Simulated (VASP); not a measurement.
Level of theory: rev-vdW-DF2, VASP's PBE PAW potentials (set 64) (plane waves; VASP).

VASP input:

### POSCAR
```
PbTe
1
    0.0000000000     3.2571114715     3.2571114715
    3.2571114715     0.0000000000     3.2571114715
    3.2571114715     3.2571114715     0.0000000000
Te Pb
1 1
Direct
  0.5000000000   0.5000000000   0.5000000000
  0.0000000000   0.0000000000   0.0000000000
```

**INCAR**
```
# general
SYSTEM  =PbTe
PREC    =Accurate
ENCUT   =520
LREAL   =.FALSE.
LASPH   =.TRUE.
ICHARG  =11

# electronic loop
EDIFF   =1E-7
NELM    =100
ALGO    =Normal
LMAXMIX =4

# smearing
ISMEAR  =0
SIGMA   =0.05

# functional
GGA     =MK
LUSE_VDW=.TRUE.
AGGAC   =0.0
PARAM1  =0.1234568
PARAM2  =0.7114
ZAB_VDW =-1.8867

# output
LWAVE   =.FALSE.
LCHARG  =.FALSE.
LORBIT  =11
```

KPOINTS:
```
k-points along high-symmetry lines
15
Line-mode
Reciprocal
  0.000000   0.000000   0.000000 ! GAMMA
  0.500000   0.000000   0.500000 ! X

  0.500000   0.000000   0.500000 ! X
  0.625000   0.250000   0.625000 ! U

  0.375000   0.375000   0.750000 ! K
  0.000000   0.000000   0.000000 ! GAMMA

  0.000000   0.000000   0.000000 ! GAMMA
  0.500000   0.500000   0.500000 ! L

  0.500000   0.500000   0.500000 ! L
  0.500000   0.250000   0.750000 ! W

  0.500000   0.250000   0.750000 ! W
  0.500000   0.000000   0.500000 ! X
```

POTCAR, in this order: Te Pb_d (PBE.64 set). Program: vasp_std. Read from the step before: CHGCAR.

What VASP printed:

### OSZICAR
```
       N       E                     dE             d eps       ncg     rms          rms(c)
DAV:   1     0.157502998415E+03    0.15750E+03   -0.93033E+03  2520   0.137E+03
DAV:   2     0.793983549196E+01   -0.14956E+03   -0.14661E+03  2580   0.337E+02
DAV:   3    -0.312220712840E+01   -0.11062E+02   -0.10725E+02  3420   0.981E+01
DAV:   4    -0.340435448958E+01   -0.28215E+00   -0.28206E+00  2928   0.193E+01
DAV:   5    -0.341519977088E+01   -0.10845E-01   -0.10845E-01  3648   0.333E+00
DAV:   6    -0.341564764203E+01   -0.44787E-03   -0.44787E-03  3354   0.567E-01
DAV:   7    -0.341565101464E+01   -0.33726E-05   -0.33726E-05  3654   0.531E-02
DAV:   8    -0.341565107704E+01   -0.62400E-07   -0.62378E-07  2982   0.702E-03
   1 F= -.34156511E+01 E0= -.34156511E+01  d E =-.122670E-15
```

### OUTCAR
```
 val. band max:        5.1921010880   @ k =   0.5000   0.5000   0.5000

 cond. band min:       5.9572212302   @ k =   0.5000   0.5000   0.5000



 k-point     1 :       0.0000    0.0000    0.0000
  band No.  band energies     occupation
      1     -11.4395      2.00000
      2     -11.4395      2.00000
      3     -11.4296      2.00000
      4     -11.4296      2.00000
      5     -11.4296      2.00000
      6      -6.6301      2.00000
      7      -0.5283      2.00000
      8       3.9659      2.00000
      9       3.9659      2.00000
     10       3.9659      2.00000
     11       9.1995      0.00000
     12       9.1995      0.00000
     13       9.1995      0.00000
     14      11.0964      0.00000

 k-point     2 :       0.0357    0.0000    0.0357
  band No.  band energies     occupation
      1     -11.4400      2.00000
      2     -11.4394      2.00000
      3     -11.4297      2.00000
      4     -11.4294      2.00000
      5     -11.4294      2.00000
      6      -6.6160      2.00000
      7      -0.5738      2.00000
      8       3.9436      2.00000
      9       3.9436      2.00000
     10       4.0441      2.00000
     11       8.9622      0.00000
     12       9.1988      0.00000
     13       9.1988      0.00000
     14      10.9887      0.00000

 k-point     3 :       0.0714    0.0000    0.0714
  band No.  band energies     occupation
      1     -11.4413      2.00000
      2     -11.4390      2.00000
      3     -11.4301      2.00000
      4     -11.4286      2.00000
      5     -11.4286      2.00000
      6      -6.5735      2.00000
      7      -0.6995      2.00000
      8       3.8786      2.00000
      9       3.8786      2.00000
     10       4.2617      2.00000
     11       8.4000      0.00000
     12       9.2032      0.00000
     13       9.2032      0.00000
     14      10.7400      0.00000

 k-point     4 :       0.1071    0.0000    0.1071
  band No.  band energies     occupation
      1     -11.4436      2.00000
...
```

The density is held fixed in this step, so its total energy and stress have no physical meaning. Unless said otherwise, spin-orbit coupling is left out, though it shifts the bands of the heavy elements here.

The compound is PbTe in the rock salt structure. It was relaxed first.
